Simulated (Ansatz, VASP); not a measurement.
**One calculation of FeAu, two programs**

```xyz
2
Lattice="1.4117 0.8151 4.4695 -1.4117 0.8151 4.4695 0.0000 -1.6301 4.4695" Properties=species:S:1:pos:R:3 pbc="T T T"
Fe    0.0000    0.0000    6.7042
Au    0.0000    0.0000    0.0000
```

Alike in both runs: task single point; functional LDA; k mesh 6 × 6 × 6; occupations gaussian, width 0.1 eV; collinear spin.

|  | VASP | Ansatz |
| --- | --- | --- |
| version | VASP 6.6.1 | Ansatz 0.2.0 |
| potentials or method | VASP PAW LDA potentials, release 64 (Fe, Au) | scalar-relativistic, plane waves, PAW |
| plane-wave cutoff (eV) | 520 | 420 |
| valence electrons in the cell | 19 | 35 |

|  | VASP | Ansatz | Ansatz less VASP |
| --- | --- | --- | --- |
| gap on the k mesh at the Fermi level (eV) | none | none | - |
| pressure (GPa) | -15.2 | -14.7 | +0.50 |
| largest component of the traceless stress (GPa) | 0.12 | 0.83 | +0.703 |
| net moment per atom (μB) | 1.32 | 1.37 | +0.056 |
| size of the moment on the site where the two differ most (μB) | 2.65 | 2.78 | +0.126 |

Site moments also hang on the region over which each program counts them. A gap of «none» marks a metal or a gap that the smearing closes. The two sets of potentials don't hold the same shells in valence.

Caveats: the k mesh is coarse (spacing up to 0.44 Å⁻¹), so the values aren't converged; so large a pressure means that the cell lies far from this level's equilibrium, or that cutoff or potentials fall short (VASP). Spin-orbit coupling is left out, which matters for the levels of Au.
